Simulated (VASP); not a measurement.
```xyz
2
Lattice="0.0000 3.2389 3.2389 3.2389 0.0000 3.2389 3.2389 3.2389 0.0000" Properties=species:S:1:pos:R:3 pbc="T T T"
Cd     0.0000     0.0000     0.0000
Te     1.6194     1.6194     1.6194
```

Level of theory: TPSS meta-GGA, VASP's PBE PAW potentials (set 64) (plane waves; VASP). Settings: 520 eV cut-off, 7×7×7 Γ-centred mesh, Gaussian smearing of 0.050 eV, potentials Cd Te.

Task: Give the stress tensor in GPa (positive for a compressed cell).

Result: 
```
2.49  0.00  0.00
0.00  2.49  0.00
0.00  0.00  2.49
```
The pressure is its mean diagonal, 2.49 GPa.

The compound is CdTe in the zinc blende structure. This cell is one point of a volume scan, at 0.94 of the reference volume.
